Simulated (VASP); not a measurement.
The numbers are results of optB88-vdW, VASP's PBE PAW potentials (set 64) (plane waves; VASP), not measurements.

Input for VASP

File KPOINTS:
```
Automatic mesh
0
Gamma
 8 8 12
```

### POSCAR
```
CrO2
4.4266980
  0.9999999372   0.0000000000   0.0000000000
  0.0000000000   0.9999999372   0.0000000000
  0.0000000000   0.0000000000   0.6600544465
Cr O
2 4
Direct
  0.0000000000   0.0000000000   0.0000000000
  0.5000000000   0.5000000000   0.5000000000
  0.3029539938   0.3029539938   0.0000000000
  0.8029539938   0.1970460062   0.5000000000
  0.1970460062   0.8029539938   0.5000000000
  0.6970460062   0.6970460062   0.0000000000
```

### INCAR
```
LREAL  =  .False.   ! projection in real space or not
LMAXMIX  =  4   ! l cut-off of mixed one-centre charges
MAGMOM  =  2*2.1 4*-0.1
PREC  =  Accurate
EDIFF  =  1E-7   ! SCF stop (eV)
ISPIN  =  2   ! spin-polarised
GGA  =  BO
NELM  =  100   ! most electronic steps
LCHARG  =  .True.
LWAVE  =  .False.
PARAM1  =  0.1833333333
ISMEAR  =  -5
LORBIT  =  11   ! lm-projected
LASPH  =  .True.
ENCUT  =  520
NEDOS  =  601   ! DOS grid
LUSE_VDW  =  .True.
PARAM2  =  0.22
ISIF  =  2   ! forces and stress, cell fixed
ALGO  =  Normal   ! blocked Davidson
LEFG  =  .True.
SYSTEM  =  CrO2
AGGAC  =  0.0
```

POTCAR, in this order: Cr_pv O (PBE.64 set). Program: vasp_std.

What VASP printed:

OSZICAR:
```
       N       E                     dE             d eps       ncg     rms          rms(c)
DAV:   1     0.624705053629E+03    0.62471E+03   -0.26737E+04 12600   0.178E+03
DAV:   2     0.197066947671E+02   -0.60500E+03   -0.56803E+03 13640   0.524E+02
DAV:   3    -0.529490317429E+02   -0.72656E+02   -0.71301E+02 15052   0.175E+02
DAV:   4    -0.548360682130E+02   -0.18870E+01   -0.18427E+01 14814   0.281E+01
DAV:   5    -0.548802157184E+02   -0.44148E-01   -0.43942E-01 15892   0.430E+00    0.411E+01
DAV:   6    -0.473885263835E+02    0.74917E+01   -0.16988E+02 14634   0.103E+02    0.422E+01
DAV:   7    -0.411067765709E+02    0.62817E+01   -0.11346E+02 15258   0.106E+02    0.189E+01
DAV:   8    -0.388690044551E+02    0.22378E+01   -0.79003E+00 13984   0.243E+01    0.765E+00
DAV:   9    -0.383234254952E+02    0.54558E+00   -0.24247E+00 16668   0.132E+01    0.243E+00
DAV:  10    -0.383459030338E+02   -0.22478E-01   -0.17694E-01 13716   0.353E+00    0.139E+00
DAV:  11    -0.383437802043E+02    0.21228E-02   -0.39720E-02 15708   0.196E+00    0.562E-01
DAV:  12    -0.383435084523E+02    0.27175E-03   -0.42621E-03 15836   0.499E-01    0.288E-01
DAV:  13    -0.383430377282E+02    0.47072E-03   -0.15642E-03 15724   0.398E-01    0.105E-01
DAV:  14    -0.383430202736E+02    0.17455E-04   -0.23561E-04 16170   0.128E-01    0.551E-02
DAV:  15    -0.383430143488E+02    0.59248E-05   -0.48598E-05 15388   0.622E-02    0.275E-02
DAV:  16    -0.383430097206E+02    0.46282E-05   -0.13584E-05 15372   0.299E-02    0.795E-03
DAV:  17    -0.383430099018E+02   -0.18116E-06   -0.11982E-06 14940   0.947E-03    0.273E-03
DAV:  18    -0.383430097509E+02    0.15084E-06   -0.14415E-07  9400   0.352E-03    0.132E-03
DAV:  19    -0.383430097332E+02    0.17719E-07   -0.33669E-08  7580   0.137E-03
   1 F= -.38343010E+02 E0= -.38343010E+02  d E =0.000000E+00  mag=     4.0000
```

File OUTCAR:
```
------------------------ aborting loop because EDIFF is reached ----------------------------------------
  FORCE on cell =-STRESS in cart. coord.  units (eV):
  Direction    XX          YY          ZZ          XY          YZ          ZX
  --------------------------------------------------------------------------------------
  Total        0.0596120      0.0596120     -0.0751925      0.0000000      0.0000000      0.0000000
  in kB        1.6681098      1.6681098     -2.1040974      0.0000000      0.0000000      0.0000000
  external PRESSURE =       0.4107074 kB  Pullay stress =       0.0000000 kB
  volume of cell :       57.26
      direct lattice vectors                 reciprocal lattice vectors
     4.426697722  0.000000000  0.000000000     0.225902030  0.000000000  0.000000000
     0.000000000  4.426697722  0.000000000     0.000000000  0.225902030  0.000000000
     0.000000000  0.000000000  2.921861698     0.000000000  0.000000000  0.342247547
 POSITION                                       TOTAL-FORCE (eV/Angst)
 -----------------------------------------------------------------------------------
      0.00000      0.00000      0.00000        -0.000000      0.000000     -0.000000
      2.21335      2.21335      1.46093        -0.000000      0.000000     -0.000000
      1.34109      1.34109      0.00000         0.009278      0.009278      0.000000
      3.55443      0.87226      1.46093         0.009278     -0.009278     -0.000000
      0.87226      3.55443      1.46093        -0.009278      0.009278     -0.000000
      3.08561      3.08561      0.00000        -0.009278     -0.009278     -0.000000
 -----------------------------------------------------------------------------------
    total drift:                               -0.000000      0.000000     -0.000000
  FREE ENERGIE OF THE ION-ELECTRON SYSTEM (eV)
  ---------------------------------------------------
  free  energy   TOTEN  =       -38.3430097332 eV

  energy  without entropy=      -38.3430097332  energy(sigma->0) =      -38.34300973

 total charge

# of ion       s       p       d       tot
------------------------------------------
    1        0.342   6.456   4.025  10.824
    2        0.342   6.456   4.025  10.824
    3        1.564   3.467   0.000   5.032
    4        1.564   3.467   0.000   5.032
    5        1.564   3.467   0.000   5.032
    6        1.564   3.467   0.000   5.032
--------------------------------------------------
tot          6.943  26.781   8.050  41.774

 magnetization (x)

# of ion       s       p       d       tot
------------------------------------------
    1        0.018   0.030   2.023   2.071
    2        0.018   0.030   2.023   2.071
    3       -0.002  -0.062   0.000  -0.064
    4       -0.002  -0.062   0.000  -0.064
    5       -0.002  -0.062   0.000  -0.064
    6       -0.002  -0.062   0.000  -0.064
--------------------------------------------------
tot          0.027  -0.187   4.045   3.885

 Electric field gradients after diagonalization (V/A^2)
 (convention: |V_zz| > |V_xx| > |V_yy|)
----------------------------------------------------------------------
 ion       V_xx      V_yy      V_zz     asymmetry (V_yy - V_xx)/ V_zz
----------------------------------------------------------------------
   1      28.723    15.606   -44.330       0.296
   2      28.723    15.606   -44.330       0.296
   3     -20.443    -3.513    23.956       0.707
   4     -20.443    -3.513    23.956       0.707
   5     -20.443    -3.513    23.956       0.707
   6     -20.443    -3.513    23.956       0.707
```
(Selected blocks of OUTCAR.)

For a metal the tetrahedron method with Blöchl corrections gives inexact stress and forces.

The compound is CrO2 in the rutile structure. It was relaxed first.
